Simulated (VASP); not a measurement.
Here is the system:

```
AsB
1.0
    0.00000     2.39321     2.39321
    2.39321     0.00000     2.39321
    2.39321     2.39321     0.00000
B As
1 1
Direct
  0.00000   0.00000   0.00000
  0.25000   0.25000   0.25000
```

Computed with r2SCAN meta-GGA, VASP's PBE PAW potentials (set 64) (plane waves; VASP). Settings: 520 eV cut-off, 11×11×11 Γ-centred mesh, tetrahedra with Blöchl corrections, potentials B As.

Q: Give the energies of bands 2 to 7 at the high-symmetry points, in eV from the valence-band maximum.

A: 
```tsv
band	Γ	X	U	L	W
2	0.00	-9.03	-8.64	-9.20	-8.58
3	0.00	-4.29	-6.17	-1.93	-5.70
4	0.00	-4.29	-3.67	-1.93	-5.40
5	3.44	1.62	2.28	2.94	5.68
6	3.44	1.70	5.95	5.05	6.43
7	3.44	12.10	9.76	5.05	7.17
```

The gap is indirect, 1.38 eV, from the valence maximum at Γ to the conduction minimum at Γ-X at 0.78.

Measured: gap 1.82 eV (computed value off by -0.44 eV), as given by Wikipedia, List of semiconductor materials.

The compound is BAs in the zinc blende structure. It was relaxed first.
